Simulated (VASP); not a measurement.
These are LDA (Ceperley-Alder, Perdew-Zunger), VASP's LDA PAW potentials (set 64) (plane waves; VASP) values and carry that method's errors.

VASP input:

**POSCAR**
```
Se
1.0
  1.9764234430  -3.4232658101   0.0000000000
  1.9764234430   3.4232658101   0.0000000000
  0.0000000000   0.0000000000   5.1200794958
Se
3
Cart
  0.5052491743   0.8751172377   3.4133880372
  2.9423485374   0.0000000000   5.1200794958
  0.5052491743  -0.8751172377   1.7066914586
```

File KPOINTS:
```
Automatic mesh
0
Gamma
8 8 5
0 0 0
```

INCAR:
```
LMAXMIX=4
IBRION=2   # conjugate gradients
ENCUT=520   # plane-wave cut-off (eV)
LCHARG=.FALSE.
EDIFF=1E-7   # SCF stop (eV)
NELM=100   # most electronic steps
SIGMA=0.05   # width (eV)
EDIFFG=-0.01   # ionic stop
LREAL=.FALSE.   # projection in real space or not
NSW=30
LASPH=.TRUE.   # aspherical one-centre terms
SYSTEM=Se
LWAVE=.FALSE.
ISMEAR=0   # Gaussian
ALGO=Normal   # blocked Davidson
PREC=Accurate
ISIF=4   # ions and shape, fixed volume
```

POTCAR, in this order: Se (LDA.64 set). Program: vasp_std.

Question: Estimate the energy per atom (σ→0).

Answer: 
| Property | Value |
|---|---|
| energy per atom (σ→0) | -4.160 eV/atom |

**OSZICAR**
```
...
   1 F= -.12478497E+02 E0= -.12478497E+02  d E =-.124785E+02
       N       E                     dE             d eps       ncg     rms          rms(c)
DAV:   1    -0.124785456674E+02   -0.48205E-04   -0.24085E-03  1040   0.298E-01    0.342E-02
DAV:   2    -0.124785432987E+02    0.23687E-05   -0.94604E-05  1165   0.674E-02    0.123E-02
DAV:   3    -0.124785395107E+02    0.37880E-05   -0.52222E-06  1210   0.153E-02    0.550E-03
DAV:   4    -0.124785390880E+02    0.42269E-06   -0.16722E-06  1200   0.837E-03    0.136E-03
DAV:   5    -0.124785390740E+02    0.13995E-07   -0.13989E-07   545   0.268E-03
   2 F= -.12478539E+02 E0= -.12478539E+02  d E =-.416837E-04
```

The compound is Se in the trig structure. This run relaxes it. Symmetry was kept, so distortions that lower it aren't found.
